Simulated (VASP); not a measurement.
Computed with PBE GGA, VASP's PBE PAW potentials (set 64) (plane waves; VASP 6.6.1).

Input for VASP

**INCAR**
```
# general
SYSTEM  = SrCl2
PREC    = Accurate
ENCUT   = 400
LREAL   = .FALSE.
LASPH   = .TRUE.

# electronic loop
EDIFF   = 1E-6
NELM    = 100
ALGO    = Normal
LMAXMIX = 4

# smearing
ISMEAR  = -1
SIGMA   = 0.3

# functional
GGA     = PE

# ions
ISIF    = 2

# output
LWAVE   = .FALSE.
LCHARG  = .FALSE.
```

**POSCAR**
```
SrCl2
5.0343170
  0.0000000000   0.7071068429   0.7071068429
  0.7071068429   0.0000000000   0.7071068429
  0.7071068429   0.7071068429   0.0000000000
Sr Cl
1 2
direct
  0.0000000000   0.0000000000   0.0000000000
  0.2500000000   0.2500000000   0.2500000000
  0.7500000000   0.7500000000   0.7500000000
```

File KPOINTS:
```
K-points
0
Gamma
  5 5 5
```

POTCAR, in this order: Sr_sv Cl (PBE.64 set). Program: vasp_std.

The resulting files:

OSZICAR:
```
       N       E                     dE             d eps       ncg     rms          rms(c)
DAV:   1     0.127448793886E+03    0.12745E+03   -0.98157E+03   320   0.108E+03
DAV:   2    -0.552661396395E+01   -0.13298E+03   -0.13034E+03   424   0.224E+02
DAV:   3    -0.129112066017E+02   -0.73846E+01   -0.73786E+01   480   0.578E+01
DAV:   4    -0.130841355486E+02   -0.17293E+00   -0.17290E+00   544   0.778E+00
DAV:   5    -0.130862168216E+02   -0.20813E-02   -0.20812E-02   472   0.796E-01    0.114E+01
DAV:   6    -0.127630789459E+02    0.32314E+00   -0.87509E-01   440   0.522E+00    0.753E+00
DAV:   7    -0.127703330600E+02   -0.72541E-02   -0.44923E-01   464   0.402E+00    0.219E+00
DAV:   8    -0.127783758170E+02   -0.80428E-02   -0.59724E-02   400   0.147E+00    0.319E-01
DAV:   9    -0.127798692959E+02   -0.14935E-02   -0.31605E-03   440   0.323E-01    0.116E-01
DAV:  10    -0.127812126690E+02   -0.13434E-02   -0.11657E-03   376   0.222E-01    0.295E-02
DAV:  11    -0.127812948013E+02   -0.82132E-04   -0.90225E-05   488   0.560E-02    0.360E-02
DAV:  12    -0.127813072104E+02   -0.12409E-04   -0.12954E-05   408   0.209E-02    0.113E-02
DAV:  13    -0.127813101209E+02   -0.29104E-05   -0.85610E-06   416   0.154E-02    0.316E-03
DAV:  14    -0.127813099766E+02    0.14431E-06   -0.34310E-07   344   0.402E-03
   1 F= -.12781310E+02 E0= -.12781036E+02  d E =-.547306E-03
```

**OUTCAR**
```
------------------------ aborting loop because EDIFF is reached ----------------------------------------
  FORCE on cell =-STRESS in cart. coord.  units (eV):
  Direction    XX          YY          ZZ          XY          YZ          ZX
  --------------------------------------------------------------------------------------
  Total       -0.5628690     -0.5628690     -0.5628690      0.0000000      0.0000000     -0.0000000
  in kB       -9.9956522     -9.9956522     -9.9956522      0.0000000      0.0000000     -0.0000000
  external PRESSURE =      -9.9956522 kB  Pullay stress =       0.0000000 kB
  volume of cell :       90.22
      direct lattice vectors                 reciprocal lattice vectors
     0.000000000  3.559800000  3.559800000    -0.140457329  0.140457329  0.140457329
     3.559800000  0.000000000  3.559800000     0.140457329 -0.140457329  0.140457329
     3.559800000  3.559800000  0.000000000     0.140457329  0.140457329 -0.140457329
 POSITION                                       TOTAL-FORCE (eV/Angst)
 -----------------------------------------------------------------------------------
      0.00000      0.00000      0.00000        -0.000000     -0.000000     -0.000000
      1.77990      1.77990      1.77990         0.000000     -0.000000      0.000000
      5.33970      5.33970      5.33970         0.000000      0.000000     -0.000000
 -----------------------------------------------------------------------------------
    total drift:                                0.000000      0.000000      0.000000
  FREE ENERGIE OF THE ION-ELECTRON SYSTEM (eV)
  ---------------------------------------------------
  free  energy   TOTEN  =       -12.7813099766 eV

  energy  without entropy=      -12.7807626708  energy(sigma->0) =      -12.78103632
```
(Selected blocks of OUTCAR.)

The compound is SrCl2 in the fluorite structure. The cell was not relaxed at this level. The run is one of a series of settings (ISMEAR = -1, SIGMA = 0.3 against the base run), some of them coarse on purpose.
